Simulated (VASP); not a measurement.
Crystal: C.

```xyz
2
Lattice="0.0000 1.7834 1.7834 1.7834 0.0000 1.7834 1.7834 1.7834 0.0000" Properties=species:S:1:pos:R:3 pbc="T T T"
C     2.6751    2.6751    2.6751
C     1.7834    1.7834    1.7834
```

This isn't the form of C at room conditions, which is graphite.

Base run:

```yaml
Program: VASP 6.6.1
Functional: r2SCAN
Potentials_or_basis: VASP PAW PBE potentials, release 64 (C)
Cutoff: 520 eV
k_mesh: 12 × 12 × 12
Occupations: gaussian, width 0.02 eV
Spin: no spin polarisation
```

Its results: band gap on the k mesh 4.34 eV, indirect (least direct gap 5.84 eV); pressure -1.3 GPa.

Task: After a change of settings the same cell gave: band gap on the k mesh 4.15 eV, indirect (least direct gap 5.59 eV); pressure 2.5 GPa. Which change was it?
A. functional from r2SCAN to LDA; potentials or basis from VASP PAW PBE potentials, release 64 (C) to VASP PAW LDA potentials, release 64 (C)
B. functional from r2SCAN to PBE; k mesh from 12 × 12 × 12 to 3 × 3 × 3
C. functional from r2SCAN to PBE

Result: C.

r2SCAN gives the wider gap, since meta-GGAs in the generalised Kohn-Sham scheme recover part of the derivative discontinuity.

Caveats: the PAW data sets were made with another functional, which shifts forces and pressure a little (some runs).
